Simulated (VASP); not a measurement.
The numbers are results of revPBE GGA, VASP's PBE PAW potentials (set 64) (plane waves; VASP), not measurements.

A VASP calculation is set up with these files.

### KPOINTS
```
Automatic
0
Gamma
13 13 13
```

**INCAR**
```
SYSTEM = MoSi2
PREC = Accurate; ENCUT = 520; LREAL = .FALSE.
LASPH = .TRUE.
EDIFF = 1E-7; NELM = 100; ALGO = Normal
LMAXMIX = 4
ISMEAR = 1; SIGMA = 0.1
GGA = RE
IBRION = 2; NSW = 30; ISIF = 4
EDIFFG = -0.01
LWAVE = .FALSE.; LCHARG = .FALSE.
```

File POSCAR:
```
MoSi2
1.0
 -1.5970950123   1.5970950123   3.9074860434
  1.5970950123  -1.5970950123   3.9074860434
  1.5970950123   1.5970950123  -3.9074860434
Si Mo
2 1
Cartesian
  0.0000000000  -0.0000000000   5.1967212454
  0.0000000000  -0.0000000000   2.6182508414
  0.0000000000   0.0000000000   0.0000000000
```

POTCAR, in this order: Si Mo_sv (PBE.64 set). Program: vasp_std.

Estimate the energy per atom (σ→0), band gap (on the k-mesh).

```yaml
energy per atom (σ→0): -7.437 eV/atom
band gap (on the k-mesh): none (metal, semimetal or under 0.01 eV)
```

File OSZICAR:
```
...
   3 F= -.22310453E+02 E0= -.22310408E+02  d E =-.370346E-03
       N       E                     dE             d eps       ncg     rms          rms(c)
DAV:   1    -0.223105321859E+02   -0.78767E-04   -0.30743E-03  6832   0.488E-01    0.418E-02
DAV:   2    -0.223104884709E+02    0.43715E-04   -0.12100E-04  7070   0.852E-02    0.219E-02
DAV:   3    -0.223104781656E+02    0.10305E-04   -0.28538E-05  7371   0.420E-02    0.797E-03
DAV:   4    -0.223104772502E+02    0.91541E-06   -0.36740E-06  7140   0.147E-02    0.323E-03
DAV:   5    -0.223104771755E+02    0.74662E-07   -0.22625E-07  5845   0.321E-03
   4 F= -.22310477E+02 E0= -.22310430E+02  d E =-.238128E-04
```

The compound is MoSi2 in the MoSi2 type structure. This cell is one point of a volume scan, at 0.97 of the reference volume. Symmetry was kept, so distortions that lower it aren't found.
